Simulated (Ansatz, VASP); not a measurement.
**Ta12Si5N12O10 (amorphous SiO2 against TaN(100), 5.8 A) in two plane-wave programs**

Wanted: the spread between two codes on one cell, functional and k mesh. Of the first pair: The structure shown is the start of the Ansatz relaxation below; VASP solves that cell, so the two are compared at the walk's first step.

Calculated with Ansatz 0.2.0; plane waves, with VASP 6.6.1 beside it; single point at PBE.

## Step 1: Starting point

The cell holds 78 atoms: 24 Ta, 24 N, 10 Si and 20 O. Cell: a = 8.820 Å, b = 8.820 Å, c = 12.635 Å, α = 90.0°, β = 90.0°, γ = 90.0°. It derives from TaN (3 planes of rocksalt TaN(100)). A slab of 3 planes of rocksalt TaN(100) (starting lattice constant a = 4.41 A), 8.82 x 8.82 A in plane. 30 atoms (10 Si, 20 O) packed at random between the slab and its periodic image at 2.2 g/cm^3 (a layer of 5.8 A) and pushed apart as soft spheres. Langevin MD at fixed cell with the MACE-MP-0b2 small potential (Batatia et al., arXiv:2401.00096), steps of 1.5 fs: 0.63 ps at 3200 K with the crystal held, 3200 to 1100 K in 1.8 ps with the crystal held, 1100 to 300 K in 0.9 ps with its inner planes held; soft walls kept the melt out of the crystal while it was held. Then all atoms and the cell's height relaxed. The structure's axis is c.

Structure file:

```xyz
78
Lattice="8.8200 0.0000 0.0000 0.0000 8.8200 0.0000 0.0000 0.0000 12.6349" Properties=species:S:1:pos:R:3 pbc="T T T"
Ta    8.7551    8.6960    3.1558
Ta    8.8134    2.3498    0.5356
Ta    2.0674    8.7486    0.8163
Ta    2.1467    2.3185    3.0842
Ta    0.1654    2.1901    5.2723
Ta    2.2763    8.6455    5.0757
Ta    8.8111    4.2233    3.1449
Ta    8.7345    6.7018    1.0524
Ta    2.2660    4.4737    0.9462
Ta    2.1761    6.7128    2.9669
Ta    8.7068    6.6599    5.3727
Ta    2.1867    4.3146    5.3667
Ta    4.3761    8.6402    2.9801
Ta    4.3379    2.2156    0.6916
Ta    6.4907    8.6493    0.7318
Ta    6.6405    2.2480    3.0417
Ta    4.4615    2.2966    4.9856
Ta    6.6084    0.0098    5.2454
Ta    4.3777    4.2642    2.9789
Ta    4.4494    6.6186    0.7596
Ta    6.6418    4.1893    1.0901
Ta    6.6276    6.7553    3.1297
Ta    4.4107    6.6307    5.1476
Ta    6.5578    4.2932    5.3955
N     2.1717    0.1110    2.9946
N     2.1537    2.2323    0.9124
N     8.7192    0.2043    1.0698
N     8.8078    2.0765    3.0605
N     2.3447    2.1217    5.2052
N     0.0986    8.7945    5.2804
N     2.1911    4.5143    3.1044
N     2.9888    5.7964   12.2267
N     0.0467    4.5041    1.0578
N     8.8084    6.4786    3.1957
N     2.1174    6.5422    5.1933
N     8.7734    4.4060    5.3247
N     6.5637    0.0908    2.9559
N     6.5444    2.0766    0.7965
N     4.2730    8.8181    0.8571
N     4.3786    2.0284    2.9087
N     6.6632    2.1794    5.2689
N     4.4512    0.0518    5.1792
N     6.6133    4.5211    3.1927
N     6.5842    6.4322    1.0633
N     4.5404    4.3113    0.8791
N     4.4143    6.4523    2.9559
N     6.5468    6.5503    5.2681
N     4.3811    4.4235    5.2355
Si    3.2673    7.3958    8.2127
Si    1.7805    4.7732    8.8156
Si    5.4695    7.0917   10.0338
Si    1.5639    6.6647   11.7165
Si    7.8283    8.0446    8.2226
Si    8.7107    8.7135   11.8876
Si    1.4220    0.9579    8.2322
Si    0.0498    4.1780   10.1944
Si    3.5965    2.6739    9.8826
Si    5.9759    4.2193    8.9052
O     6.9418    7.5410    9.4957
O     5.2516    5.5321    9.5833
O     4.2384    7.9914    9.3907
O     0.2953    3.0097   11.3904
O     2.2126    4.3117    7.2884
O     4.0628    2.1961   11.3701
O     0.2444    0.0741    8.9486
O     4.9463    2.9289    8.9643
O     2.4972    1.6058    9.2670
O     2.4039    8.6457    7.4041
O     0.3640    5.6490   11.0533
O     7.2857    3.9903    9.8520
O     2.1623    6.4040    8.8608
O     6.8677    0.1004    7.2281
O     2.8255    4.1048    9.9182
O     8.5041    6.8194    7.3523
O     6.4315    4.3934    7.3563
O     0.6592    1.9637    7.2357
O     4.2203    6.7174    7.1071
O     5.4523    7.3686   11.6435
```

## Step 2: Ansatz: relaxation, PBE

Ansatz runs on its default PAW (the set named soft_2) files.

The two programs are compared at the cell with which this relaxation starts, whose forces are those of its first step.

File input.yaml:

```yaml
crystal:
  lattice:
    - [8.82, 0.0, 0.0]
    - [0.0, 8.82, 0.0]
    - [0.0, 0.0, 12.63485]
  atoms:
    - { symbol: Ta, position: [0.99264, 0.98594, 0.24977] }
    - { symbol: "N", position: [0.24622, 0.01259, 0.23701] }
    - { symbol: Ta, position: [0.99925, 0.26642, 0.04239] }
    - { symbol: "N", position: [0.24418, 0.2531, 0.07221] }
    - { symbol: Ta, position: [0.2344, 0.99191, 0.06461] }
    - { symbol: "N", position: [0.98857, 0.02316, 0.08467] }
    - { symbol: Ta, position: [0.24339, 0.26287, 0.2441] }
    - { symbol: "N", position: [0.99862, 0.23543, 0.24223] }
    - { symbol: Ta, position: [0.01875, 0.24831, 0.41728] }
    - { symbol: "N", position: [0.26584, 0.24056, 0.41197] }
    - { symbol: Ta, position: [0.25808, 0.98021, 0.40172] }
    - { symbol: "N", position: [0.01118, 0.99711, 0.41792] }
    - { symbol: Ta, position: [0.99899, 0.47883, 0.24891] }
    - { symbol: "N", position: [0.24842, 0.51182, 0.2457] }
    - { symbol: Ta, position: [0.99031, 0.75984, 0.08329] }
    - { symbol: "N", position: [0.33887, 0.65719, 0.9677] }
    - { symbol: Ta, position: [0.25692, 0.50722, 0.07489] }
    - { symbol: "N", position: [0.0053, 0.51067, 0.08372] }
    - { symbol: Ta, position: [0.24672, 0.76109, 0.23482] }
    - { symbol: "N", position: [0.99869, 0.73454, 0.25293] }
    - { symbol: Ta, position: [0.98717, 0.75509, 0.42523] }
    - { symbol: "N", position: [0.24007, 0.74175, 0.41103] }
    - { symbol: Ta, position: [0.24792, 0.48918, 0.42475] }
    - { symbol: "N", position: [0.99472, 0.49955, 0.42143] }
    - { symbol: Ta, position: [0.49616, 0.97962, 0.23586] }
    - { symbol: "N", position: [0.74418, 0.01029, 0.23395] }
    - { symbol: Ta, position: [0.49182, 0.2512, 0.05474] }
    - { symbol: "N", position: [0.74199, 0.23544, 0.06304] }
    - { symbol: Ta, position: [0.73591, 0.98065, 0.05792] }
    - { symbol: "N", position: [0.48447, 0.99978, 0.06784] }
    - { symbol: Ta, position: [0.75289, 0.25488, 0.24074] }
    - { symbol: "N", position: [0.49644, 0.22998, 0.23021] }
    - { symbol: Ta, position: [0.50584, 0.26038, 0.39459] }
    - { symbol: "N", position: [0.75546, 0.2471, 0.41701] }
    - { symbol: Ta, position: [0.74925, 0.00111, 0.41515] }
    - { symbol: "N", position: [0.50467, 0.00587, 0.40991] }
    - { symbol: Ta, position: [0.49634, 0.48347, 0.23577] }
    - { symbol: "N", position: [0.74981, 0.5126, 0.25269] }
    - { symbol: Ta, position: [0.50447, 0.75041, 0.06012] }
    - { symbol: "N", position: [0.74651, 0.72928, 0.08416] }
    - { symbol: Ta, position: [0.75304, 0.47498, 0.08628] }
    - { symbol: "N", position: [0.51478, 0.48881, 0.06958] }
    - { symbol: Ta, position: [0.75143, 0.76591, 0.2477] }
    - { symbol: "N", position: [0.50049, 0.73155, 0.23395] }
    - { symbol: Ta, position: [0.50008, 0.75178, 0.40741] }
    - { symbol: "N", position: [0.74227, 0.74266, 0.41695] }
    - { symbol: Ta, position: [0.74352, 0.48676, 0.42703] }
    - { symbol: "N", position: [0.49672, 0.50153, 0.41437] }
    - { symbol: Si, position: [0.37044, 0.83853, 0.65] }
    - { symbol: Si, position: [0.20187, 0.54118, 0.69772] }
    - { symbol: Si, position: [0.62013, 0.80405, 0.79414] }
    - { symbol: Si, position: [0.17731, 0.75564, 0.92732] }
    - { symbol: Si, position: [0.88756, 0.91209, 0.65079] }
    - { symbol: Si, position: [0.98761, 0.98793, 0.94086] }
    - { symbol: Si, position: [0.16123, 0.1086, 0.65155] }
    - { symbol: Si, position: [0.00565, 0.4737, 0.80685] }
    - { symbol: Si, position: [0.40777, 0.30316, 0.78217] }
    - { symbol: Si, position: [0.67754, 0.47838, 0.70481] }
    - { symbol: O, position: [0.78705, 0.85499, 0.75155] }
    - { symbol: O, position: [0.59542, 0.62722, 0.75848] }
    - { symbol: O, position: [0.48054, 0.90605, 0.74324] }
    - { symbol: O, position: [0.03348, 0.34124, 0.90151] }
    - { symbol: O, position: [0.25086, 0.48885, 0.57685] }
    - { symbol: O, position: [0.46064, 0.24899, 0.8999] }
    - { symbol: O, position: [0.02771, 0.0084, 0.70825] }
    - { symbol: O, position: [0.5608, 0.33208, 0.70949] }
    - { symbol: O, position: [0.28313, 0.18206, 0.73345] }
    - { symbol: O, position: [0.27255, 0.98024, 0.58601] }
    - { symbol: O, position: [0.04127, 0.64048, 0.87483] }
    - { symbol: O, position: [0.82604, 0.45242, 0.77975] }
    - { symbol: O, position: [0.24516, 0.72608, 0.7013] }
    - { symbol: O, position: [0.77865, 0.01138, 0.57208] }
    - { symbol: O, position: [0.32035, 0.4654, 0.78499] }
    - { symbol: O, position: [0.96418, 0.77318, 0.58191] }
    - { symbol: O, position: [0.7292, 0.49812, 0.58222] }
    - { symbol: O, position: [0.07474, 0.22264, 0.57268] }
    - { symbol: O, position: [0.47849, 0.76161, 0.5625] }
    - { symbol: O, position: [0.61817, 0.83544, 0.92154] }
kpoints:
  mp_grid: { grid: [2, 2, 1] }
hamiltonian:
  xc: pbe
scf:
  occupations: { method: fermi_dirac, width: 0.1 }
output:
  forces: true
relax:
  f_tol: 0.08
  max_steps: 90
  cell: { fix: [a, b, alpha, beta, gamma] }
```

Run with:

```bash
$ ansatz run input.yaml --threads 4 --pin off --max-ram 8192MiB --backend cpu --events-out ev --progress --plain --runs-dir out
```

Numbers of over 12 decimals in the logs are rounded to 6 here.

What it wrote:

```text
Engine: ansatz 0.2.0, x86_64-unknown-linux-gnu
Pseudopotentials: kind: paw
Pseudopotential: Ta, paw, valence charge 13, recommended cutoff 420 eV (normal), Ta.paw.azcp
Pseudopotential: N, paw, valence charge 5, recommended cutoff 420 eV (normal), N.paw.azcp
Pseudopotential: Si, paw, valence charge 4, recommended cutoff 420 eV (normal), Si.paw.azcp
Pseudopotential: O, paw, valence charge 6, recommended cutoff 420 eV (normal), O.paw.azcp
Functional definition: PBE
  parameter kappa = 0.804
  parameter beta = 0.066725
  exchange = pbe_x(kappa = kappa, mu = beta*pi^2/3)
  correlation = pbe_c(beta = beta)
Crystal: 78 atoms, lattice volume = 982.895 Å³
Basis set: ecut = 420 eV, 19195 PW (Γ), exchange–correlation on 120×120×180 points (8 copies of the dense FFT grid, shifted against one another)
Bands: 374, of which v1, the nominal top of the filled ones, is band 296 counted from 1 (295 counted from 0)
Symmetry: 1 space group operations
Space group: P1 (ITA 1), of the structure as read, at distance tolerance 9.9e-5 Å
k-points: 4
Non-local potential: Ta, projectors of the file, l = 0: 3, l = 1: 2, l = 2: 2, l = 3: 1
Non-local potential: N, projectors of the file, l = 0: 2, l = 1: 2, l = 2: 1
Non-local potential: Si, projectors of the file, l = 0: 2, l = 1: 2, l = 2: 2
Non-local potential: O, projectors of the file, l = 0: 2, l = 1: 2, l = 2: 1
PAW form: soft (Blöchl's): semilocal exchange-correlation on the pseudo side does not see the compensation charge
PAW one-centre angular grid: Ta, 590 points (default); XC on 64 Gauss nodes
PAW one-centre angular grid: N, 110 points (default); XC on 64 Gauss nodes
PAW one-centre angular grid: Si, 110 points (default); XC on 64 Gauss nodes
PAW one-centre angular grid: O, 110 points (default); XC on 64 Gauss nodes
Initial density: superposition of atomic densities (neutral atoms: chi_scale 0, normalization atom), corrected by the library's trained network
Initial wavefunctions: pseudopotential atomic-orbital guess
Functional: x = pbe(κ = 0.804, μ = 0.219515), c = pbe(β = 0.066725)
SCF iter   1: F=—  HF=-265359.567287 eV  |F-HF|=—  |Δ(HF+E_count)|=         —  Δρ=8.31e-3  dr2=1.44e0  ethr=1.77e-3  ⟨swp⟩=7.0  Hψ=6737  notcnv=0  defer=46
preconditioner: auto → LDOS  [metal: Δε(μ)=0.038 eV  Ē_g=10.616 eV  σ=0.100 eV  W_gap=0.09  n_scr=262 (ndim 8)  ℏωp=23.7 eV  f_vac=0.092  D(μ)=18.63/eV (n_scr^D=106)  β→1.0]
SCF iter   2: F=—  HF=-265359.409531 eV  |F-HF|=—  |Δ(HF+E_count)|=   1.58e-1  Δρ=4.65e-3  dr2=3.77e-1  ethr=2.43e-4  ⟨swp⟩=2.0  Hψ=2560  notcnv=0  defer=92
SCF iter   3: F=—  HF=-265359.348030 eV  |F-HF|=—  |Δ(HF+E_count)|=   6.15e-2  Δρ=1.86e-3  dr2=4.01e-2  ethr=6.36e-5  ⟨swp⟩=2.0  Hψ=2172  notcnv=0  defer=92
SCF iter   4: F=—  HF=-265359.341312 eV  |F-HF|=—  |Δ(HF+E_count)|=   6.72e-3  Δρ=6.88e-4  dr2=5.39e-3  ethr=6.77e-6  ⟨swp⟩=2.0  Hψ=2192  notcnv=0  defer=92
SCF iter   5: F=—  HF=-265359.340503 eV  |F-HF|=—  |Δ(HF+E_count)|=   8.09e-4  Δρ=2.26e-4  dr2=5.91e-4  ethr=9.10e-7  ⟨swp⟩=3.0  Hψ=2226  notcnv=0  defer=92
SCF iter   6: F=—  HF=-265359.340460 eV  |F-HF|=—  |Δ(HF+E_count)|=   4.28e-5  Δρ=1.04e-4  dr2=1.17e-4  ethr=9.98e-8  ⟨swp⟩=2.8  Hψ=2414  notcnv=0  defer=92
SCF iter   7: F=—  HF=-265359.340470 eV  |F-HF|=—  |Δ(HF+E_count)|=   9.50e-6  Δρ=4.55e-5  dr2=2.33e-5  ethr=1.97e-8  ⟨swp⟩=2.0  Hψ=2217  notcnv=0  defer=92
SCF iter   8: F=—  HF=-265359.340106 eV  |F-HF|=—  |Δ(HF+E_count)|=   3.63e-4  Δρ=2.14e-5  dr2=3.69e-6  ethr=3.94e-9  ⟨swp⟩=3.0  Hψ=2717  notcnv=0  defer=58
SCF iter   9: F=—  HF=-265359.340106 eV  |F-HF|=—  |Δ(HF+E_count)|=   1.40e-7  Δρ=8.74e-6  dr2=5.44e-7  ethr=6.23e-10  ⟨swp⟩=2.5  Hψ=2338  notcnv=0  defer=58
SCF iter  10: F=-265359.340107 eV  HF=-265359.340107 eV  |F-HF|=3.43e-8  |Δ(HF+E_count)|=   1.11e-7  Δρ=3.48e-6  dr2=8.81e-8  ethr=1.69e-11  ⟨swp⟩=5.0  Hψ=5402  notcnv=0
SCF 1 converged in 10 iterations: F = -265359.340107 eV  dr2 = 8.81e-8
  greatest PAW one-centre occupation: 0.999 electrons in one spin orbital (limit 2), on the Ta atom at site 32 (counted from 0), in its partial waves of l = 0
relax step   1: F+E_penalty+E_count = -265359.34010650 eV  Δ(F+E_penalty+E_count) = +0.000e0 eV  max|allowed force component| = 1.785e0 eV/Å  Δτ_max = 0.0000 Å  P = -2.335 GPa  Ω = 982.895 Å³  fix = [a, b, alpha, beta, gamma]  reactions: a -7.850, b -3.014 GPa; alpha +0.248, beta +0.983, gamma +1.078 GPa/rad  (10 SCF iters, dr2 threshold 1.00e-7 eV, accepted)
Crystal: 78 atoms, lattice volume = 986.428 Å³
Basis set: ecut = 420 eV, 19227 PW (Γ), exchange–correlation on 120×120×180 points (8 copies of the dense FFT grid, shifted against one another)
Initial density: handed on by an earlier stage of this run
Initial wavefunctions: those handed on with the density
iter 1 solved again at ethr=5.67e-4 eV; its pass at ethr=3.10e-3 eV (dr2=3.36e0 eV) is discarded
[...]
atom  47  Ta     0.01122367    -0.01521622    -0.01466095
  atom  48  N     -0.00107757     0.00241159     0.01317912
  atom  49  Si     0.00913952    -0.01835622    -0.06952950
  atom  50  Si    -0.02436826    -0.00783620     0.01283019
  atom  51  Si    -0.03887909     0.03447678    -0.03208654
  atom  52  Si     0.04624516     0.02287778     0.00668340
  atom  53  Si     0.00100838     0.04456371    -0.03943744
  atom  54  Si     0.00038924     0.02925079     0.01010400
[...]
atom  62  O      0.02149365     0.00476737     0.03212858
  atom  63  O      0.00596008     0.00664159     0.00306908
  atom  64  O     -0.01825950     0.00313285    -0.00599217
  atom  65  O     -0.00194184    -0.00467329     0.03260663
  atom  66  O     -0.00362170     0.02376230     0.03793584
  atom  67  O      0.00392278    -0.03215276    -0.00226495
  atom  68  O      0.03104261    -0.02000755    -0.01172722
  atom  69  O     -0.04769420     0.02128862     0.02200329
  atom  70  O      0.00626675    -0.00186772    -0.01782706
  atom  71  O     -0.00348307     0.01219906     0.04205645
  atom  72  O      0.00251079     0.00982584    -0.00535805
  atom  73  O      0.01776016    -0.00369426     0.00567845
  atom  74  O     -0.00687885     0.00809063     0.01962026
  atom  75  O      0.01478799     0.00546760    -0.01145740
  atom  76  O     -0.03162664     0.02381035    -0.01505153
  atom  77  O     -0.00204007     0.03274034     0.01101690
  atom  78  O     -0.00880478     0.01147635     0.00947546
  max |Σ_I F_I| component: 2.96e-5 eV/Å
--- Stress (GPa, compression-positive) ---
       -8.109443      -1.206486      -0.762744
       -1.206486      -8.404007      -0.440765
       -0.762744      -0.440765       0.002287
  P = ⅓ Tr σ = -5.5037 GPa (-55.037 kbar)
--- Relaxed structure (23 steps of the walk, 21 accepted, 1 SCFs on fresh bases) ---
  F+E_penalty+E_count = -265361.84962472 eV   max|allowed force component| = 7.469e-2 eV/Å   (the final SCF, on the basis selected at the relaxed cell)
  cell:  # Å, volume = 986.9717 Å³
    - [8.82, 0, 0]
    - [0, 8.82, 0]
    - [0, 0, 12.687251]
  atoms:
    - { symbol: Ta, position: [0.967790, 0.994928, 0.251914] }
    - { symbol: N, position: [0.236106, -0.00227193, 0.234386] }
    - { symbol: Ta, position: [1.003483, 0.248997, 0.027195] }
    - { symbol: N, position: [0.239194, 0.252612, 0.069214] }
    - { symbol: Ta, position: [0.236988, 0.989909, 0.063568] }
    - { symbol: N, position: [0.984378, 0.00731371, 0.080521] }
    - { symbol: Ta, position: [0.243696, 0.245423, 0.241926] }
    - { symbol: N, position: [0.996940, 0.240196, 0.237035] }
    - { symbol: Ta, position: [0.011584, 0.246790, 0.420291] }
    - { symbol: N, position: [0.260433, 0.246153, 0.417207] }
    - { symbol: Ta, position: [0.266192, 0.991812, 0.404382] }
    - { symbol: N, position: [0.014062, 0.997176, 0.417267] }
    - { symbol: Ta, position: [0.996926, 0.488918, 0.256313] }
    - { symbol: N, position: [0.240406, 0.496511, 0.249345] }
    - { symbol: Ta, position: [0.983652, 0.742532, 0.079270] }
    - { symbol: N, position: [0.339315, 0.630647, 0.955091] }
    - { symbol: Ta, position: [0.247198, 0.511095, 0.073344] }
    - { symbol: N, position: [-0.00171452, 0.489091, 0.078792] }
    - { symbol: Ta, position: [0.247812, 0.746541, 0.227520] }
    - { symbol: N, position: [1.000809, 0.745318, 0.249197] }
    - { symbol: Ta, position: [0.990151, 0.747878, 0.423971] }
    - { symbol: N, position: [0.245532, 0.746487, 0.406096] }
    - { symbol: Ta, position: [0.242695, 0.498466, 0.427158] }
    - { symbol: N, position: [0.995791, 0.497174, 0.437306] }
    - { symbol: Ta, position: [0.496867, 0.990849, 0.245358] }
    - { symbol: N, position: [0.733131, -0.00604107, 0.193827] }
    - { symbol: Ta, position: [0.485821, 0.242724, 0.050601] }
    - { symbol: N, position: [0.747082, 0.242711, 0.051561] }
    - { symbol: Ta, position: [0.732064, 1.007834, 0.032738] }
    - { symbol: N, position: [0.485546, 0.998162, 0.068759] }
    - { symbol: Ta, position: [0.749914, 0.231876, 0.242958] }
    - { symbol: N, position: [0.497351, 0.241668, 0.227599] }
    - { symbol: Ta, position: [0.502130, 0.247700, 0.395745] }
    - { symbol: N, position: [0.751107, 0.248240, 0.424203] }
    - { symbol: Ta, position: [0.747700, 0.00322294, 0.426389] }
    - { symbol: N, position: [0.507178, 0.00351937, 0.427296] }
    - { symbol: Ta, position: [0.485278, 0.497168, 0.244144] }
    - { symbol: N, position: [0.744056, 0.497689, 0.258689] }
    - { symbol: Ta, position: [0.488273, 0.747326, 0.052572] }
    - { symbol: N, position: [0.736406, 0.718308, 0.079920] }
    - { symbol: Ta, position: [0.751997, 0.482389, 0.095488] }
    - { symbol: N, position: [0.511820, 0.482295, 0.073498] }
    - { symbol: Ta, position: [0.749731, 0.766819, 0.248934] }
    - { symbol: N, position: [0.502582, 0.742243, 0.227494] }
    - { symbol: Ta, position: [0.502033, 0.748014, 0.410816] }
    - { symbol: N, position: [0.744246, 0.741140, 0.422897] }
    - { symbol: Ta, position: [0.753695, 0.491661, 0.433215] }
    - { symbol: N, position: [0.494894, 0.494540, 0.417784] }
    - { symbol: Si, position: [0.374764, 0.843231, 0.648664] }
    - { symbol: Si, position: [0.209691, 0.553182, 0.700689] }
    - { symbol: Si, position: [0.626285, 0.810420, 0.791426] }
    - { symbol: Si, position: [0.197257, 0.762870, 0.939697] }
    - { symbol: Si, position: [0.899484, 0.904218, 0.652333] }
    - { symbol: Si, position: [0.991865, 0.984506, 0.928888] }
    - { symbol: Si, position: [0.161000, 0.110793, 0.651384] }
    - { symbol: Si, position: [0.00872795, 0.500530, 0.816800] }
    - { symbol: Si, position: [0.413064, 0.301257, 0.780680] }
    - { symbol: Si, position: [0.680990, 0.486115, 0.708450] }
    - { symbol: O, position: [0.798322, 0.846737, 0.752524] }
    - { symbol: O, position: [0.592807, 0.633158, 0.759450] }
    - { symbol: O, position: [0.493881, 0.914583, 0.734098] }
    - { symbol: O, position: [0.034267, 0.346017, 0.890878] }
    - { symbol: O, position: [0.241805, 0.504152, 0.579014] }
    - { symbol: O, position: [0.458964, 0.248158, 0.900296] }
    - { symbol: O, position: [0.035194, 0.0045441, 0.712762] }
    - { symbol: O, position: [0.574454, 0.332160, 0.718514] }
    - { symbol: O, position: [0.290634, 0.181503, 0.729510] }
    - { symbol: O, position: [0.272751, 0.981690, 0.585145] }
    - { symbol: O, position: [0.038245, 0.659357, 0.889609] }
    - { symbol: O, position: [0.833054, 0.475502, 0.781463] }
    - { symbol: O, position: [0.252574, 0.736065, 0.711591] }
    - { symbol: O, position: [0.783953, 0.00128753, 0.578968] }
    - { symbol: O, position: [0.326981, 0.462411, 0.778284] }
    - { symbol: O, position: [0.978708, 0.770654, 0.580923] }
    - { symbol: O, position: [0.727111, 0.499274, 0.584592] }
    - { symbol: O, position: [0.065588, 0.223172, 0.577580] }
    - { symbol: O, position: [0.470736, 0.750268, 0.563424] }
    - { symbol: O, position: [0.615821, 0.850980, 0.917561] }
```

(Continued in part 2 of 3.)

[Lines on the potential files, build, host, timing and source positions are cut from VASP's logs without a mark.]

[Logs are printed without paths, hosts, clocks, repeated set-up lines and the standing remarks that a program may print on its own settings, such as how far it seeks lower states.]

[Hosts, paths, dates, database ids (printed as entryN), source tags and the programs' standing remarks are cut or masked in the printed files.]
